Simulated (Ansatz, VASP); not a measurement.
# InAsH4 (InAs wire along [110], 2 atoms a period, H-terminated): VASP beside Ansatz, part 2 of 2

Wanted: the spread between two codes on one cell, functional and k mesh. Of the first pair: The structure shown is the start of the Ansatz relaxation below; VASP solves that cell, so the two are compared at the walk's first step.

VASP 6.6.1 and Ansatz 0.2.0.

So far. Step 4 (Comparison): The forces differ by 32 meV/Å r.m.s., which is 8.7 % of the r.m.s. force of 0.366 eV/Å (both taken over all components).

## Step 6: Ansatz: relaxation, PBE

Level of this step: Ansatz beside VASP: Kohn-Sham DFT, plane waves, PBE (Ansatz).

This run makes the geometry at which the two programs are then compared. The cell compared in this pair holds 451.67 Å³, against 436.35 Å³ for the pair before.

The structure compared here is the end of the Ansatz relaxation.

input.yaml

```yaml
crystal:
  lattice:
    - [10.27, 0.0, 0.0]
    - [0.0, 9.707, 0.0]
    - [0.0, 0.0, 4.3769909755]
  atoms:
    - { symbol: H, position: [0.331061344, 0.649709264, 0.0] }
    - { symbol: In, position: [0.431127895, 0.499985981, 0.0] }
    - { symbol: As, position: [0.581809492, 0.499985981, 0.5] }
    - { symbol: H, position: [0.668946095, 0.369608964, 0.5] }
    - { symbol: H, position: [0.668946095, 0.630362997, 0.5] }
    - { symbol: H, position: [0.331061344, 0.350262697, 0.0] }
kpoints:
  mp_grid: { grid: [1, 1, 19] }
scf:
  occupations: { method: fermi_dirac, width: 0.05 }
hamiltonian:
  xc: pbe
relax:
  cell: { fix: [a, b, alpha, beta, gamma] }
  max_steps: 60
```

Launch:

```console
$ ansatz run input.yaml --threads 4 --pin off --max-ram 16384MiB --backend cpu --events-out ev --progress --plain --runs-dir out
```

Numbers of over 12 decimals in the logs are rounded to 6 here.

The program printed:

```text
[...]
Crystal: 6 atoms, lattice volume = 436.346 Å³
Basis set: ecut = 420 eV, 8549 PW (Γ), exchange–correlation on 144×144×60 points (8 copies of the dense FFT grid, shifted against one another)
Bands: 22, of which v1, the nominal top of the filled ones, is band 16 counted from 1 (15 counted from 0)
Symmetry: 4 space group operations
[...]
k-points: 10 of 19
[...]
cell:  # Å, volume = 451.6716 Å³
    - [10.27, 0.0, 0.0]
    - [0.0, 9.707, 0.0]
    - [0.0, 0.0, 4.530720]
  atoms:
    - { symbol: H, position: [0.347769, 0.660773, 0.0] }
    - { symbol: In, position: [0.420752, 0.499986, 0.0] }
    - { symbol: As, position: [0.566916, 0.499986, 0.5] }
    - { symbol: H, position: [0.664874, 0.382971, 0.5] }
    - { symbol: H, position: [0.664874, 0.617001, 0.5] }
    - { symbol: H, position: [0.347769, 0.339199, 0.0] }
[key lines of the parts left out:]
SCF converged after 6 iterations
Free energy (F): -10516.389554 eV
Fermi energy:    -2.625224 eV
P = ⅓ Tr σ = 0.0045 GPa (0.045 kbar)
```

## Step 7: VASP: single point, PBE, relaxed cell, pair 2

The same cell, functional, mesh and smearing now go to VASP, with its own data sets.

INCAR

```
SYSTEM = InAsH4
PREC = Accurate
ENCUT = 500
EDIFF = 1E-06
NELM = 120
ISMEAR = -1
SIGMA = 0.05
LREAL = .FALSE.
ALGO = Normal
GGA = PE
NBANDS = 17
LORBIT = 11
LWAVE = .FALSE.
LCHARG = .FALSE.
ISIF = 2
LASPH = .TRUE.
GGA_COMPAT = .FALSE.
EFERMI = MIDGAP
KPAR = 2
```

POSCAR

```
InAsH4
1.0
   10.2700000000      0.0000000000      0.0000000000
    0.0000000000      9.7070000000      0.0000000000
    0.0000000000      0.0000000000      4.5307204852
H In As
4 1 1
Direct
    0.3477685558      0.6607727662      0.0000000000
    0.6648737174      0.3829706025      0.5000000000
    0.6648737174      0.6170013590      0.5000000000
    0.3477685558      0.3391991952      0.0000000000
    0.4207520927      0.4999859807      0.0000000000
    0.5669156258      0.4999859807      0.5000000000
```

KPOINTS

```
Automatic mesh
0
Gamma
1 1 19
0 0 0
```

PAW data sets: H, In_d and As (PBE family, release 64).

Launch:

```console
$ mpirun -np 2 vasp_std
```

The program printed:

```text
[... set-up lines as in an earlier step ...]
 entering main loop
       N       E                     dE             d eps       ncg     rms          rms(c)
DAV:   1     0.123746796028E+03    0.12375E+03   -0.76086E+03   380   0.869E+02
DAV:   2    -0.673071144995E+01   -0.13048E+03   -0.12963E+03   413   0.214E+02
DAV:   3    -0.206170229025E+02   -0.13886E+02   -0.13868E+02   464   0.831E+01
DAV:   4    -0.209031855786E+02   -0.28616E+00   -0.28610E+00   421   0.171E+01
[...]
DAV:  20    -0.196720313804E+02   -0.51266E-05   -0.66647E-07   276   0.316E-03    0.612E-04
DAV:  21    -0.196720325535E+02   -0.11732E-05   -0.98242E-08   337   0.163E-03    0.468E-04
DAV:  22    -0.196720330501E+02   -0.49660E-06   -0.54848E-08   304   0.115E-03
   1 F= -.19672033E+02 E0= -.19672033E+02  d E =-.223900E-14
```

From OUTCAR (step 7):

```text
  Total        0.0280770      0.0762717     -0.0349162      0.0000000      0.0000000      0.0000000
  in kB        0.0995953      0.2705523     -0.1238553      0.0000000      0.0000000      0.0000000
  external PRESSURE =       0.0820974 kB  Pullay stress =       0.0000000 kB

 POSITION                                       TOTAL-FORCE (eV/Angst)
 -----------------------------------------------------------------------------------
      3.57158      6.41412      0.00000         0.007135     -0.007021      0.000000
      6.82825      3.71750      2.26536         0.056959     -0.060987      0.000000
      6.82825      5.98923      2.26536         0.056959      0.060987      0.000000
      3.57158      3.29261      0.00000         0.007135      0.007021      0.000000
      4.32112      4.85336      0.00000        -0.021340     -0.000000      0.000000
      5.82222      4.85336      2.26536        -0.106849     -0.000000      0.000000
 -----------------------------------------------------------------------------------
    total drift:                                0.000765     -0.000001      0.000001

  FREE ENERGIE OF THE ION-ELECTRON SYSTEM (eV)
  ---------------------------------------------------
  free  energy   TOTEN  =       -19.6720330501 eV

  energy  without entropy=      -19.6720330501  energy(sigma->0) =      -19.67203305

[... 1 part as in an earlier step ...]

[... 2 further parts left out ...]
[key lines of the parts left out:]
E-fermi :  -3.0716
```

## Step 8: Differences

What differs besides the data sets and the points named for the pairs above, as far as they apply: the data sets hold 32 valence electrons in Ansatz (on its default PAW (the set named soft_2) files) and 22 in VASP; the cutoff is 420 eV in Ansatz and 500 eV in VASP; Ansatz's pressure holds a Pulay correction, VASP's none. Total energies have different zeros and are not compared.

The two programs side by side:

```csv
quantity,Ansatz,VASP,difference
pressure (GPa),0.00,0.01,0.00
gap on the k mesh (eV),3.320,3.316,+0.004
```

Forces (eV/Å; atoms numbered as in POSCAR):

```csv
atom,"Ansatz x, y, z","VASP x, y, z"
H1,"0.000, 0.000, 0.000","0.007, -0.007, 0.000"
H2,"-0.001, 0.001, 0.000","0.057, -0.061, 0.000"
H3,"-0.001, -0.001, 0.000","0.057, 0.061, 0.000"
H4,"0.000, 0.000, 0.000","0.007, 0.007, 0.000"
In5,"0.000, 0.000, 0.000","-0.021, 0.000, 0.000"
As6,"0.001, 0.000, 0.000","-0.107, 0.000, 0.000"
```

The forces differ by 38 meV/Å r.m.s., where the r.m.s. force is 0.000 eV/Å in Ansatz and 0.038 eV/Å in VASP: the atoms lie near their places of rest in Ansatz, so a percentage would say little (all taken over all components). A gap on the mesh is an upper bound, since the band edges may lie between its points.

## Step 9: Results

* r.m.s. force difference (single point, PBE, start cell, pair 1): 8.7 % of the r.m.s. force
* r.m.s. force difference (single point, PBE, relaxed cell, pair 2): 38 meV/Å

The r.m.s. force difference is 38 meV/Å (single point, PBE, relaxed cell, pair 2), beyond the 12 meV/Å picked in this series as the mark of a large difference. The data sets hold unlike numbers of valence electrons (32 in Ansatz and 22 in VASP), so part of the differences comes from the potentials. Single point, PBE, start cell, pair 1, VASP with the data sets H, In_d and As_d and a cutoff of 520 eV: r.m.s. force difference goes from 32 to 16 meV/Å. What causes the difference of the single point, PBE, relaxed cell, pair 2 pair stays open here. How closely two codes agree says nothing of how well the functional describes the real material.

[Lines on the potential files, build, host, timing and source positions are cut from VASP's logs without a mark.]

[Logs are printed without paths, hosts, clocks, repeated set-up lines and the standing remarks that a program may print on its own settings, such as how far it seeks lower states.]

[Hosts, paths, dates, database ids (printed as entryN), source tags and the programs' standing remarks are cut or masked in the printed files.]
